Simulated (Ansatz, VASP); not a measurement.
TiIn2: VASP beside Ansatz

File INCAR:

```
SYSTEM = TiIn2
ALGO = Normal ; EDIFF = 1E-6
ENCUT = 520 ; GGA = PE
ISIF = 2 ; ISMEAR = 0
LASPH = .True. ; LCHARG = .False.
LREAL = .False. ; LWAVE = .False.
NBANDS = 26 ; NELM = 80
PREC = Accurate ; SIGMA = 0.1
```

File KPOINTS:

```
k-points
0
Gamma
  4 4 4
  0 0 0
```

POSCAR

```
TiIn2
1.0
    0.0000000000      3.3578200300      3.3578200300
    3.3578200300      0.0000000000      3.3578200300
    3.3578200300      3.3578200300      0.0000000000
Ti In
1 2
Direct
    0.5000000000      0.5000000000      0.5000000000
    0.2500000000      0.2500000000      0.2500000000
    0.7500000000      0.7500000000      0.7500000000
```

Input for Ansatz:

```yaml
crystal:
  lattice:
    - [0.0, 3.35782003, 3.35782003]
    - [3.35782003, 0.0, 3.35782003]
    - [3.35782003, 3.35782003, 0.0]
  atoms:
    - { symbol: Ti, position: [0.5, 0.5, 0.5] }
    - { symbol: In, position: [0.25, 0.25, 0.25] }
    - { symbol: In, position: [0.75, 0.75, 0.75] }
basis:
  ecutwfc: 420
kpoints:
  mp_grid: { grid: [4, 4, 4] }
hamiltonian:
  xc: pbe
scf:
  occupations: { method: gaussian, width: 0.1 }
  lower_state_search: "off"
output:
  forces: true
  stress: true
  eigenvalues: true
```

Alike in both runs: task single point; functional PBE; k mesh 4 × 4 × 4; occupations gaussian, width 0.1 eV; no spin polarisation.

|  | VASP | Ansatz |
| --- | --- | --- |
| version | VASP 6.6.1 | Ansatz 0.2.0 |
| potentials or method | VASP PAW PBE potentials, release 64 (Ti_sv, In_d) | scalar-relativistic, plane waves, PAW |
| plane-wave cutoff (eV) | 520 | 420 |
| valence electrons in the cell | 38 | 38 |

```csv
,VASP,Ansatz,Ansatz less VASP
gap on the k mesh at the Fermi level (eV),none,none,-
pressure (GPa),-1.1,-1.1,+0.03
```

A gap of «none» marks a metal or a gap that the smearing closes.

Caveats: the k mesh is coarse (spacing up to 0.41 Å⁻¹), so the values aren't converged.
